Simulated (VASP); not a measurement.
Consider the following.

```yaml
crystal:
  lattice:
    - [0.00000, 2.83334, 2.83334]
    - [2.83334, 0.00000, 2.83334]
    - [2.83334, 2.83334, 0.00000]
  atoms:
    - { symbol: Ag, position: [0.00000, 0.00000, 0.00000] }
    - { symbol: Br, position: [0.50000, 0.50000, 0.50000] }
```

All values below come from PBEsol GGA, VASP's PBE PAW potentials (set 64) (plane waves; VASP 6.6.1). Run with 400 eV cut-off, 10×10×10 Γ-centred mesh, Gaussian smearing of 0.010 eV, potentials Ag Br.

Q: Predict the energy per atom (σ→0), band gap (on the k-mesh) with the smallest direct gap where there is one.

A: 
The band gap (on the k-mesh) is 0.50 eV. The smallest direct gap (on the k-mesh) is 2.59 eV and the energy per atom (σ→0) is -2.849 eV/atom.

Only differences to runs with the same potentials and settings are physical.

The compound is AgBr in the rock salt structure. It was relaxed first, which changed the volume by -5 %.
